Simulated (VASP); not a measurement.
Data:

```xyz
4
Lattice="3.0206 0.0000 0.0000 -1.5103 2.6160 0.0000 0.0000 0.0000 4.9585" Properties=species:S:1:pos:R:3 pbc="T T T"
Si     0.0000     1.7440     2.4773
Si     1.5103     0.8720     4.9565
C      0.0000     1.7440     4.3406
C      1.5103     0.8720     1.8614
```

Calculation: PBE GGA, VASP's PBE PAW potentials (set 64) (plane waves; VASP 6.6.1). Run with 400 eV cut-off, 13×13×7 Γ-centred mesh, Gaussian smearing of 0.010 eV, potentials Si C.

At this cut-off the stress carries a Pulay error, which pulls relaxed volumes low.

**Question.** Give the stress tensor in GPa (positive for a compressed cell).

**Answer.** 
```
15.93   0.00   0.00
 0.00  15.93   0.00
 0.00   0.00  15.40
```
The pressure is its mean diagonal, 15.76 GPa.

The structure comes from a computed database's SiC entry; how it stands against other phases isn't given here. The cell was not relaxed at this level.
